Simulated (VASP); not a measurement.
OSZICAR of a VASP run on FeAl (CsCl type):

File OSZICAR:
```
       N       E                     dE             d eps       ncg     rms          rms(c)
DAV:   1     0.315294111632E+02    0.31529E+02   -0.51393E+03  1016   0.124E+03
DAV:   2    -0.131487429802E+02   -0.44678E+02   -0.43109E+02  1008   0.179E+02
DAV:   3    -0.143661754134E+02   -0.12174E+01   -0.11960E+01  1188   0.400E+01
DAV:   4    -0.143930865632E+02   -0.26911E-01   -0.26867E-01  1308   0.529E+00
DAV:   5    -0.143935504168E+02   -0.46385E-03   -0.46381E-03  1204   0.612E-01    0.134E+01
DAV:   6    -0.162396028526E+02   -0.18461E+01   -0.69831E+01  1140   0.131E+02    0.174E+01
DAV:   7    -0.125924506475E+02    0.36472E+01   -0.34860E+01  1142   0.817E+01    0.246E+00
DAV:   8    -0.125605322184E+02    0.31918E-01   -0.20573E-01  1133   0.579E+00    0.137E+00
DAV:   9    -0.125471841710E+02    0.13348E-01   -0.42841E-02  1218   0.319E+00    0.335E-01
DAV:  10    -0.125468273798E+02    0.35679E-03   -0.10159E-03  1332   0.443E-01    0.146E-01
DAV:  11    -0.125468227146E+02    0.46652E-05   -0.20185E-05  1161   0.490E-02    0.110E-02
DAV:  12    -0.125468217338E+02    0.98079E-06   -0.54000E-06  1012   0.319E-02
   1 F= -.12546822E+02 E0= -.12546876E+02  d E =-.125468E+02
```

**Question.** Which electronic solver shows in the log?

**Answer.** It is blocked Davidson (ALGO = Normal, or the opening steps of other solvers). The INCAR had ALGO = Normal.

**Question.** How was spin treated?

**Answer.** Without spin polarisation: there is no mag entry.

**Question.** Can the final energy be trusted as converged?

**Answer.** Self-consistency was reached. It stopped with EDIFF = 1E-6, NELM = 100, NSW = 60 and EDIFFG = -0.01 after 1 ionic step (PW91 GGA, plane waves, VASP's PBE PAW potentials (set 64)).

The compound is FeAl in the CsCl type structure. It was relaxed first. The start is the result of an earlier pass. The run is not spin-polarised, so no magnetic state was tried. The electron count is odd and the run is not spin-polarised, which forces a metal.
